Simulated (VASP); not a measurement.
# Native point defects of Nb3B4

Aim: formation energies of the vacancies and antisites of Nb3B4, in the two limits of its composition. The start is a cell from a database of measured crystal structures.

Program: VASP 6.6.1. Level of theory: PBEsol; plane waves and PAW (Nb_pv, B). Results are calculated unless marked as measured.

## (1) Set-up

Symmetry: Immm, No. 71, orthorhombic system. The conventional cell has a = 3.137 Å, b = 3.305 Å, c = 14.820 Å, α = 90.00°, β = 90.00°, γ = 90.00°. Nb has 12 B at 2.42 to 2.47 Å nearest. Nearest to Nb lie 7 B at 2.42 to 2.90 Å. Nearest to B lie 2 B at 1.86 Å and 7 Nb at 2.42 to 2.90 Å. Nearest to B lie 3 B at 1.66 to 1.86 Å and 6 Nb at 2.42 to 2.47 Å. Farther neighbours are not listed.

Coordinates:

```xyz
7
Lattice="-1.5685 1.6525 7.4100 1.5685 -1.6525 7.4100 1.5685 1.6525 -7.4100" Properties=species:S:1:pos:R:3 pbc="T T T"
Nb    1.5685    0.0000    0.0000
Nb    0.0000    0.0000   12.1524
Nb    0.0000    0.0000    2.6676
B     0.0000    0.0000    9.2477
B     0.0000    0.0000    5.5723
B     0.0000    1.6525    0.8299
B     1.5685    0.0000    6.5801
```

## (2) The host at zero pressure

The later steps need the crystal at this functional's own lattice; a raised cutoff keeps the stress reliable while the cell changes.

INCAR

```
SYSTEM = Nb3B4
PREC = Accurate
ENCUT = 420
EDIFF = 1E-06
NELM = 120
ISMEAR = 0
SIGMA = 0.05
LREAL = .FALSE.
ALGO = Normal
GGA = PS
NBANDS = 29
LASPH = .TRUE.
LORBIT = 11
LWAVE = .FALSE.
LCHARG = .FALSE.
KPAR = 8
IBRION = 2
NSW = 40
ISIF = 3
EDIFFG = -0.02
POTIM = 0.4
```

POSCAR

```
Nb3B4
1.0
   -1.5685000000      1.6525000000      7.4100000000
    1.5685000000     -1.6525000000      7.4100000000
    1.5685000000      1.6525000000     -7.4100000000
Nb B
3 4
Direct
    0.0000000000      0.5000000000      0.5000000000
    0.8200000000      0.8200000000      0.0000000000
    0.1800000000      0.1800000000      0.0000000000
    0.6240000000      0.6240000000      0.0000000000
    0.3760000000      0.3760000000      0.0000000000
    0.5560000000      0.0560000000      0.5000000000
    0.4440000000      0.9440000000      0.5000000000
```

KPOINTS

```
Automatic mesh
0
Gamma
8 8 8
0 0 0
```

PAW data sets: Nb_pv and B (PBE family, release 64).

On the command line:

```bash
$ mpirun -np 8 vasp_std
```

Output:

```text
[banner, memory and clock lines left out]
running    8 mpi-ranks, on    1 nodes
 distrk:  each k-point on    1 cores,    8 groups
 distr:  one band on    1 cores,    1 groups

 POSCAR found type information on POSCAR NbB
 POSCAR found :  2 types and       7 ions
|                                                                             |
|           W    W    AA    RRRRR   N    N  II  N    N   GGGG   !!!           |
|           W    W   A  A   R    R  NN   N  II  NN   N  G    G  !!!           |
|           W    W  A    A  R    R  N N  N  II  N N  N  G       !!!           |
|           W WW W  AAAAAA  RRRRR   N  N N  II  N  N N  G  GGG   !            |
|           WW  WW  A    A  R   R   N   NN  II  N   NN  G    G                |
|           W    W  A    A  R    R  N    N  II  N    N   GGGG   !!!           |
|                                                                             |
|     For optimal performance we recommend to set                             |
|       NCORE = 2 up to number-of-cores-per-socket                            |
|     NCORE specifies how many cores store one orbital (NPAR=cpu/NCORE).      |
|     This setting can greatly improve the performance of VASP for DFT.       |
|     The default, NCORE=1 might be grossly inefficient on modern             |
|     multi-core architectures or massively parallel machines. Do your        |
|     Unfortunately you need to use the default for GW and RPA                |
|     calculations (for HF NCORE is supported but not extensively tested      |
|     yet).                                                                   |
|                                                                             |

|                                                                             |
|               ----> ADVICE to this user running VASP <----                  |
|                                                                             |
|     You enforced a specific xc type in the INCAR file but a different       |
|     [... a line on the potential file left out ...]
|     I HOPE YOU KNOW WHAT YOU ARE DOING!                                     |
|                                                                             |

 LDA part: xc-table for (Slater+PW92), standard interpolation
 POSCAR, INCAR and KPOINTS ok, starting setup
 FFT: planning ... GRIDC
 FFT: planning ... GRID_SOFT
 FFT: planning ... GRID
 WAVECAR not read
 entering main loop
       N       E                     dE             d eps       ncg     rms          rms(c)
DAV:   1     0.451122662850E+03    0.45112E+03   -0.19024E+04  5566   0.139E+03
DAV:   2    -0.286508413199E+02   -0.47977E+03   -0.46694E+03  5653   0.645E+02
DAV:   3    -0.718463557629E+02   -0.43196E+02   -0.41165E+02  9370   0.148E+02
DAV:   4    -0.736443269992E+02   -0.17980E+01   -0.17206E+01  9356   0.298E+01
DAV:   5    -0.736853065601E+02   -0.40980E-01   -0.39873E-01  9348   0.387E+00    0.451E+01
DAV:   6    -0.659017015954E+02    0.77836E+01   -0.42179E+01  9092   0.437E+01    0.139E+01
DAV:   7    -0.659117265861E+02   -0.10025E-01   -0.46761E+00  9012   0.237E+01    0.743E+00
DAV:   8    -0.656892652830E+02    0.22246E+00   -0.19370E+00  9095   0.122E+01    0.480E+00
DAV:   9    -0.656626648687E+02    0.26600E-01   -0.17480E-01  8895   0.364E+00    0.655E-01
DAV:  10    -0.656582620925E+02    0.44028E-02   -0.35458E-02  8780   0.185E+00    0.188E-01
DAV:  11    -0.656581344796E+02    0.12761E-03   -0.28223E-03  8188   0.497E-01    0.135E-01
DAV:  12    -0.656580787265E+02    0.55753E-04   -0.48049E-04  9524   0.202E-01    0.326E-02
DAV:  13    -0.656580727951E+02    0.59315E-05   -0.32132E-05  9356   0.461E-02    0.663E-03
DAV:  14    -0.656580722015E+02    0.59356E-06   -0.13752E-06  4444   0.142E-02
   1 F= -.65658072E+02 E0= -.65656085E+02  d E =-.656581E+02
 curvature:   0.00 expect dE= 0.000E+00 dE for cont linesearch  0.000E+00
 trial: gam= 0.00000 g(F)=  0.610E+00 g(S)=  0.455E+00 ort = 0.000E+00 (trialstep = 0.100E+01)
 search vector abs. value=  0.107E+01
 bond charge predicted
       N       E                     dE             d eps       ncg     rms          rms(c)
DAV:   1    -0.674314600921E+02   -0.17734E+01   -0.65467E+01  6362   0.680E+01    0.228E+01
DAV:   2    -0.663447596841E+02    0.10867E+01   -0.57060E+00  7981   0.285E+01    0.477E+00
DAV:   3    -0.661198957174E+02    0.22486E+00   -0.59212E-01  8690   0.779E+00    0.177E+00
DAV:   4    -0.660818386941E+02    0.38057E-01   -0.14143E-01  8620   0.392E+00    0.170E+00
DAV:   5    -0.660671446205E+02    0.14694E-01   -0.72046E-02  8271   0.288E+00    0.114E+00
DAV:   6    -0.660663631043E+02    0.78152E-03   -0.98139E-03  8323   0.122E+00    0.844E-01
DAV:   7    -0.660665827797E+02   -0.21968E-03   -0.11416E-03  8295   0.293E-01    0.230E-01
DAV:   8    -0.660665692145E+02    0.13565E-04   -0.28561E-04  8652   0.153E-01    0.281E-02
DAV:   9    -0.660665686163E+02    0.59820E-06   -0.17462E-05  8556   0.335E-02    0.817E-03
DAV:  10    -0.660665676986E+02    0.91773E-06   -0.59745E-07  4228   0.951E-03
   2 F= -.66066568E+02 E0= -.66065509E+02  d E =-.408495E+00
[... from here on, the cycles between the ionic steps are left out ...]
   3 F= -.66093517E+02 E0= -.66092434E+02  d E =-.435444E+00
   4 F= -.66268713E+02 E0= -.66267619E+02  d E =-.175196E+00
   5 F= -.66270595E+02 E0= -.66269559E+02  d E =-.177078E+00
   6 F= -.66320395E+02 E0= -.66318815E+02  d E =-.498004E-01
   7 F= -.66323456E+02 E0= -.66321449E+02  d E =-.528612E-01
   8 F= -.66335422E+02 E0= -.66333281E+02  d E =-.119663E-01
   9 F= -.66335427E+02 E0= -.66333288E+02  d E =-.119706E-01
  10 F= -.66335812E+02 E0= -.66333707E+02  d E =-.385410E-03
 trial-energy change:   -0.000385  1 .order   -0.000386   -0.004042    0.003270
 step:   0.5754(harm=  0.5754)  dis= 0.00368  next Energy=   -66.336544 (dE=-0.112E-02)
 bond charge predicted
       N       E                     dE             d eps       ncg     rms          rms(c)
DAV:   1    -0.663370776066E+02   -0.12647E-02   -0.10250E-01  7032   0.353E+00    0.613E-01
DAV:   2    -0.663367387071E+02    0.33890E-03   -0.12914E-02  6883   0.983E-01    0.151E-01
DAV:   3    -0.663365805586E+02    0.15815E-03   -0.10110E-03  9514   0.305E-01    0.507E-02
DAV:   4    -0.663365527146E+02    0.27844E-04   -0.11228E-04  9178   0.104E-01    0.313E-02
DAV:   5    -0.663365411195E+02    0.11595E-04   -0.56354E-05  8506   0.614E-02    0.190E-02
DAV:   6    -0.663365390808E+02    0.20387E-05   -0.71066E-06  7243   0.280E-02    0.213E-02
DAV:   7    -0.663365382933E+02    0.78754E-06   -0.49338E-06  7061   0.175E-02
  11 F= -.66336538E+02 E0= -.66334422E+02  d E =-.111153E-02
 curvature:  -0.35 expect dE=-0.425E-04 dE for cont linesearch -0.884E-07
 trial: gam= 0.04107 g(F)=  0.510E-04 g(S)=  0.695E-04 ort =-0.345E-04 (trialstep = 0.948E+00)
 search vector abs. value=  0.126E-03
 reached required accuracy - stopping structural energy minimisation
```

Run time: 10 min. Hardware: 8 MPI ranks of Intel Xeon 6975P-C (Granite Rapids), shared host; peak memory 4.3 GiB.

The logs omit lines about the potential files and the build; timing stands in the text.

Parts of OUTCAR (step 2):

```text
ion  position               nearest neighbor table
   1  0.000  0.500  0.500-   6 2.42   6 2.42   6 2.42   7 2.42   7 2.42   7 2.42   6 2.42   7 2.42
                             5 2.47   4 2.47   4 2.47   5 2.47   2 3.09   3 3.09   2 3.09   3 3.09
   2  0.820  0.820  0.000-   5 2.42   5 2.42   5 2.42   5 2.42   7 2.47   7 2.47   3 3.08   3 3.08
                             3 3.08   3 3.08   1 3.09   1 3.09
   3  0.180  0.180  0.000-   4 2.42   4 2.42   4 2.42   4 2.42   6 2.47   6 2.47   2 3.08   2 3.08
                             2 3.08   2 3.08   1 3.09   1 3.09
   4  0.624  0.624  0.000-   6 1.86   6 1.86   3 2.42   3 2.42   3 2.42   3 2.42   1 2.47   1 2.47

  LATTYP: Found a body centered orthorhombic cell.
 ALAT       =     3.1370000000
 B/A-ratio  =     1.0535543513
 C/A-ratio  =     4.7242588460

 Subroutine GETGRP returns: Found  8 space group operations
 (whereof  8 operations were pure point group operations)

The static configuration has the point symmetry D_2h.

 Found     95 irreducible k-points:

   k-points           NKPTS =     95   k-points in BZ     NKDIM =     95   number of bands    NBANDS=     29

   dimension x,y,z NGX =    54 NGY =   54 NGZ =   54
   dimension x,y,z NGXF=   108 NGYF=  108 NGZF=  108

   ENCUT  =  420.0 eV  30.87 Ry    5.56 a.u.  12.95 12.95 12.95*2*pi/ulx,y,z

   NELECT =      45.0000    total number of electrons

 k-points in reciprocal lattice and weights: Automatic mesh
   0.00000000  0.00000000  0.00000000       0.002
   0.12500000  0.00000000 -0.00000000       0.008
   0.25000000  0.00000000 -0.00000000       0.008
   0.37500000  0.00000000 -0.00000000       0.008
   0.50000000  0.00000000 -0.00000000       0.004
   0.00000000  0.12500000 -0.00000000       0.008
   0.12500000  0.12500000 -0.00000000       0.016
   0.25000000  0.12500000 -0.00000000       0.016
   0.37500000  0.12500000 -0.00000000       0.016
[...]
-0.37500000 -0.37500000  0.37500000       0.004
   0.50000000  0.50000000  0.50000000       0.002

 average (electrostatic) potential at core
       1 -33.6236       2 -33.0561       3 -33.0561       4 -25.4757       5 -25.4757
       6 -25.7516       7 -25.7516

 E-fermi :   7.3838

 k-point     1 :       0.0000    0.0000    0.0000
  band No.  band energies     occupation
    ...
     17       3.7086      2.00000
     18       3.8194      2.00000
     19       4.1670      2.00000
     20       4.4995      2.00000
     21       5.1256      2.00000
     22       7.6884      0.00000
     23       7.9644      0.00000
     24       8.2396      0.00000
     25       8.6992      0.00000
     26       9.4622      0.00000
    ...

 k-point     2 :       0.1250    0.0000   -0.0000
  band No.  band energies     occupation
    ...
     18       3.8142      2.00000
     19       4.1244      2.00000
     20       4.4661      2.00000
     21       5.8534      2.00000
     22       7.3659      1.38734
     23       7.4544      0.04567
     24       7.9410      0.00000
     25       8.4874      0.00000
     26       9.1753      0.00000
     27       9.4584      0.00000
    ...

 k-point     3 :       0.2500    0.0000   -0.0000
  band No.  band energies     occupation
    ...
     20       4.7381      2.00000
     21       6.5271      2.00000
     22       6.5789      2.00000
     23       6.9854      2.00000
     24       7.1575      2.00000
     25       8.4028      0.00000
     26       9.0845      0.00000
     27       9.1422      0.00000
     28      10.0125      0.00000
     29      10.2389      0.00000

  Total        0.0660036      0.0847796     -0.0324601      0.0000000      0.0000000      0.0000000
  in kB        1.4538500      1.8674262     -0.7149924      0.0000000      0.0000000      0.0000000
  external PRESSURE =       0.8687613 kB  Pullay stress =       0.0000000 kB

  energy-cutoff  :      420.00
  volume of cell :       72.74
      direct lattice vectors                 reciprocal lattice vectors
    -1.570401658  1.644800517  7.040034058     0.000000000  0.303988231  0.071022384
     1.570401658 -1.644800517  7.040034058     0.318389883  0.000000000  0.071022384
     1.570401658  1.644800517 -7.040034058     0.318389883  0.303988231  0.000000000

 POSITION                                       TOTAL-FORCE (eV/Angst)
 -----------------------------------------------------------------------------------
      1.57040      0.00000      0.00000        -0.000000      0.000000      0.000000
      0.00000      0.00000     11.47203        -0.000000     -0.000000      0.019241
      0.00000      0.00000      2.60804         0.000000     -0.000000     -0.019241
      0.00000      0.00000      8.90581         0.000000      0.000000     -0.013411
      0.00000      0.00000      5.17426        -0.000000      0.000000      0.013411
     -0.00000      1.64480      0.90493        -0.000000      0.000000      0.010519
      1.57040      0.00000      6.13510        -0.000000     -0.000000     -0.010519
 -----------------------------------------------------------------------------------
    total drift:                                0.000000      0.000000      0.000000

  FREE ENERGIE OF THE ION-ELECTRON SYSTEM (eV)
  ---------------------------------------------------
  free  energy   TOTEN  =       -66.3365382933 eV

  energy  without entropy=      -66.3323049280  energy(sigma->0) =      -66.33442161

 reached required accuracy - stopping structural energy minimisation

 total charge
# of ion       s       p       d       tot
------------------------------------------
    1        0.340   6.456   3.208  10.004
    2        0.375   6.470   3.180  10.024
    3        0.375   6.470   3.180  10.024
    4        0.672   1.199   0.000   1.871
    5        0.672   1.199   0.000   1.871
    6        0.666   1.262   0.000   1.928
    7        0.666   1.262   0.000   1.928
--------------------------------------------------
tot          3.765  24.317   9.568  37.650

[... 3 further parts left out ...]
```

CONTCAR:

```
Nb3B4
   1.00000000000000
    -1.5704016577518929    1.6448005172794944    7.0400340583490957
     1.5704016577518929   -1.6448005172794944    7.0400340583490957
     1.5704016577518929    1.6448005172794944   -7.0400340583490957
  Nb              B
     3     4
Direct
     0.0000000000000000    0.5000000000000000    0.5000000000000000
     0.8147708050335272    0.8147708050335272    0.0000000000000000
     0.1852291949664729    0.1852291949664729    0.0000000000000000
     0.6325119746145533    0.6325119746145533    0.0000000000000000
     0.3674880253854466    0.3674880253854466    0.0000000000000000
     0.5642702663892810    0.0642702663892809    0.5000000000000000
     0.4357297336107191    0.9357297336107190    0.5000000000000000
```

This run has no spin polarisation. Its electron count is odd, so without a moment it is a metal by construction. The PAW data sets were made with PBE, which is usual practice but a small mismatch for other functionals. The run keeps the 8 symmetry operations of its start, so it cannot find a distortion of lower symmetry.

Relaxation path:

| step | energy less that of the first step (eV) | largest force (eV/Å) | pressure (GPa) | volume (Å³) |
| --- | --- | --- | --- | --- |
| 1 | 0.0000 | 2.7338 | -10.29 | 76.83 |
| 2 | -0.4085 | 1.2626 | 11.13 | 70.71 |
| 3 | -0.4354 | 1.1065 | 6.07 | 71.89 |
| 4 | -0.6106 | 0.7496 | -1.35 | 73.30 |
| 5 | -0.6125 | 0.7276 | -2.10 | 73.46 |
| 6 | -0.6623 | 0.3476 | 0.36 | 72.68 |
| 7 | -0.6654 | 0.3522 | 1.21 | 72.44 |
| 8 | -0.6773 | 0.1134 | -0.90 | 72.98 |
| 9 | -0.6774 | 0.1171 | -0.89 | 72.97 |
| 10 | -0.6777 | 0.0616 | 0.85 | 72.55 |
| 11 | -0.6785 | 0.0192 | 0.09 | 72.74 |

| conventional cell, symmetrised | before | after | change |
| --- | --- | --- | --- |
| a (Å) | 3.137 | 3.141 | +0.1 % |
| b (Å) | 3.305 | 3.290 | -0.5 % |
| c (Å) | 14.820 | 14.080 | -5.0 % |
| volume (Å³/atom) | 10.98 | 10.39 | -5.3 % |

The atoms that moved most (Å, as changes of fractional coordinates times the final cell):

| atom | dx | dy | dz | length |
| --- | --- | --- | --- | --- |
| B4 | 0.000 | 0.000 | 0.120 | 0.120 |
| B5 | 0.000 | 0.000 | -0.120 | 0.120 |
| B7 | 0.000 | 0.000 | -0.116 | 0.116 |
| B6 | 0.000 | 0.000 | 0.116 | 0.116 |
| Nb2 | 0.000 | 0.000 | -0.074 | 0.074 |
| Nb3 | 0.000 | 0.000 | 0.074 | 0.074 |

The relaxed structure:

```xyz
7
Lattice="-1.5704 1.6448 7.0400 1.5704 -1.6448 7.0400 1.5704 1.6448 -7.0400" Properties=species:S:1:pos:R:3 pbc="T T T"
Nb    1.5704    0.0000    0.0000
Nb    0.0000    0.0000   11.4720
Nb    0.0000    0.0000    2.6080
B     0.0000    0.0000    8.9058
B     0.0000    0.0000    5.1743
B     0.0000    1.6448    0.9049
B     1.5704    0.0000    6.1351
```

Numbers from this step:

| Item | Value |
| --- | --- |
| electronic cycles | 92 |
| electrons | 45 |
| free energy (TOTEN) | -66.3365 eV |
| energy at zero smearing | -66.3344 eV |
| Fermi energy | 7.384 eV |
| labelled metallic, from the levels on this mesh | yes |

The run ended after 11 ionic steps, 0.678 eV below its first step, once forces and stress met EDIFFG = -0.02.

An edge changed by 5 % against the database cell.

(Part 1 of 2 ends here.)

[Lines on the potential files, build, host, timing and source positions are cut from VASP's logs without a mark.]

[Logs are printed without paths, hosts, clocks, repeated set-up lines and the standing remarks that a program may print on its own settings, such as how far it seeks lower states.]

[Hosts, paths, dates, database ids (printed as entryN), source tags and the programs' standing remarks are cut or masked in the printed files.]

[In band tables of VASP the shares of atoms and orbitals are scaled to a sum of 1 inside the atoms' spheres.]

[Runs that stopped without an error message from VASP are left out.]
